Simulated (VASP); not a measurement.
Output of a VASP run:

OSZICAR:
```
...
DAV:   3    -0.100705655857E+03    0.21340E-02   -0.35658E-03  2537   0.111E+00    0.740E-02
DAV:   4    -0.100705985016E+03   -0.32916E-03   -0.11517E-03  2521   0.519E-01    0.555E-02
DAV:   5    -0.100706768299E+03   -0.78328E-03   -0.24139E-03  2152   0.719E-01    0.217E-02
DAV:   6    -0.100706758288E+03    0.10011E-04   -0.42016E-03  1827   0.889E-01    0.120E-02
DAV:   7    -0.100706464747E+03    0.29354E-03   -0.12298E-03  1779   0.444E-01    0.866E-03
DAV:   8    -0.100706461031E+03    0.37162E-05   -0.19660E-05  2618   0.644E-02    0.481E-03
DAV:   9    -0.100706459479E+03    0.15518E-05   -0.19988E-07   972   0.140E-02    0.489E-03
DAV:  10    -0.100706458806E+03    0.67362E-06   -0.37284E-06  2280   0.245E-02
   4 F= -.10070646E+03 E0= -.10070752E+03  d E =-.119191E-01
       N       E                     dE             d eps       ncg     rms          rms(c)
DAV:   1    -0.100710742064E+03   -0.42826E-02   -0.19153E-01  2486   0.559E+00    0.324E-01
DAV:   2    -0.100708612951E+03    0.21291E-02   -0.59349E-03  2799   0.111E+00    0.178E-01
DAV:   3    -0.100708379916E+03    0.23303E-03   -0.10382E-03  2791   0.509E-01    0.772E-02
DAV:   4    -0.100708211340E+03    0.16858E-03   -0.66379E-04  2916   0.340E-01    0.398E-02
DAV:   5    -0.100708268443E+03   -0.57103E-04   -0.69588E-04  2138   0.370E-01    0.241E-02
DAV:   6    -0.100708181162E+03    0.87280E-04   -0.26612E-04  2017   0.217E-01    0.895E-03
DAV:   7    -0.100708172667E+03    0.84956E-05   -0.47230E-05  2081   0.781E-02    0.574E-03
DAV:   8    -0.100708195006E+03   -0.22340E-04   -0.12174E-05  2525   0.398E-02    0.547E-03
DAV:   9    -0.100708194536E+03    0.47087E-06   -0.11007E-06  1212   0.178E-02
   5 F= -.10070819E+03 E0= -.10070938E+03  d E =-.173573E-02
       N       E                     dE             d eps       ncg     rms          rms(c)
DAV:   1    -0.100708677007E+03   -0.48200E-03   -0.20971E-02  2491   0.184E+00    0.110E-01
DAV:   2    -0.100708475486E+03    0.20152E-03   -0.64953E-04  2807   0.371E-01    0.567E-02
DAV:   3    -0.100708462553E+03    0.12933E-04   -0.12231E-04  2794   0.173E-01    0.231E-02
DAV:   4    -0.100708427099E+03    0.35454E-04   -0.68444E-05  2921   0.107E-01    0.119E-02
DAV:   5    -0.100708435146E+03   -0.80476E-05   -0.78486E-05  2185   0.125E-01    0.748E-03
DAV:   6    -0.100708415713E+03    0.19434E-04   -0.32640E-05  2115   0.797E-02    0.239E-03
DAV:   7    -0.100708417024E+03   -0.13111E-05   -0.72258E-06  2024   0.310E-02    0.175E-03
DAV:   8    -0.100708422757E+03   -0.57339E-05   -0.96870E-07  1089   0.128E-02    0.175E-03
DAV:   9    -0.100708421858E+03    0.89966E-06   -0.19812E-07   862   0.184E-02
   6 F= -.10070842E+03 E0= -.10070962E+03  d E =-.196305E-02
       N       E                     dE             d eps       ncg     rms          rms(c)
DAV:   1    -0.100708514963E+03   -0.92206E-04   -0.50239E-03  2491   0.904E-01    0.540E-02
DAV:   2    -0.100708479105E+03    0.35859E-04   -0.15473E-04  2799   0.180E-01    0.275E-02
DAV:   3    -0.100708481122E+03   -0.20169E-05   -0.29857E-05  2794   0.855E-02    0.110E-02
DAV:   4    -0.100708466679E+03    0.14443E-04   -0.17091E-05  2861   0.545E-02    0.568E-03
DAV:   5    -0.100708469585E+03   -0.29062E-05   -0.22041E-05  2165   0.676E-02    0.364E-03
DAV:   6    -0.100708461197E+03    0.83881E-05   -0.65574E-06  2123   0.361E-02    0.140E-03
DAV:   7    -0.100708461428E+03   -0.23148E-06   -0.89023E-07   976   0.120E-02
   7 F= -.10070846E+03 E0= -.10070967E+03  d E =-.200262E-02
```

### OUTCAR
```
------------------------ aborting loop because EDIFF is reached ----------------------------------------
  FORCE on cell =-STRESS in cart. coord.  units (eV):
  Direction    XX          YY          ZZ          XY          YZ          ZX
  --------------------------------------------------------------------------------------
  Total        0.0058130      0.0058130      0.0073718      0.0000000      0.0000000      0.0000000
  in kB        0.1586775      0.1586775      0.2012280      0.0000000      0.0000000      0.0000000
  external PRESSURE =       0.1728610 kB  Pullay stress =       0.0000000 kB
  volume of cell :       58.69
      direct lattice vectors                 reciprocal lattice vectors
     1.768629154 -3.063355125  0.000000000     0.282704828 -0.163219731  0.000000000
     1.768629154  3.063355125  0.000000000     0.282704828  0.163219731 -0.000000000
     0.000000000  0.000000000  5.416658030    -0.000000000 -0.000000000  0.184615679
 POSITION                                       TOTAL-FORCE (eV/Angst)
 -----------------------------------------------------------------------------------
      1.76863      1.02112      1.35416         0.000000      0.000000      0.000000
      1.76863     -1.02112      4.06249        -0.000000     -0.000000      0.000000
 -----------------------------------------------------------------------------------
    total drift:                               -0.000001      0.000085     -0.000012
  FREE ENERGIE OF THE ION-ELECTRON SYSTEM (eV)
  ---------------------------------------------------
  free  energy   TOTEN  =      -100.7084614284 eV

  energy  without entropy=     -100.7120730167  energy(sigma->0) =     -100.70966529

 reached required accuracy - stopping structural energy minimisation
```
(Selected blocks of OUTCAR.)

### POSCAR
```
Er
1
    1.7800000000    -3.0830500000     0.0000000000
    1.7800000000     3.0830500000     0.0000000000
    0.0000000000     0.0000000000     5.5900000000
Er
2
Direct
  0.3333330000   0.6666670000   0.2500000000
  0.6666670000   0.3333330000   0.7500000000
```

Task: Reconstruct the remaining input files.

Result: Several could match; the one computed here: the input of the run itself, SCAN meta-GGA, plane waves, VASP's PBE PAW potentials (set 64).

**KPOINTS**
```
Automatic mesh
0
Gamma
11 11 6
0 0 0
```

INCAR:
```
# general
SYSTEM =Er
PREC   =Accurate
ENCUT  =520
LREAL  =.False.
LASPH  =.True.

# electronic loop
EDIFF  =1E-6
NELM   =100
ALGO   =Normal
LMAXMIX=6
LMIXTAU=.True.

# smearing
ISMEAR =1
SIGMA  =0.1

# functional
METAGGA=SCAN

# ions
IBRION =2
NSW    =60
ISIF   =3
EDIFFG =-0.01

# output
LWAVE  =.False.
LCHARG =.False.
```

POTCAR, in this order: Er_3 (PBE.64 set). Program: vasp_std.

The 4f electrons are frozen in the core of the lanthanide potential, so 4f levels, which can set the real gap, and their magnetism are missing. Energy and stress use the plane-wave basis of the starting cell.

The compound is Er in the hcp structure. This run relaxes it. Symmetry was kept, so distortions that lower it aren't found.
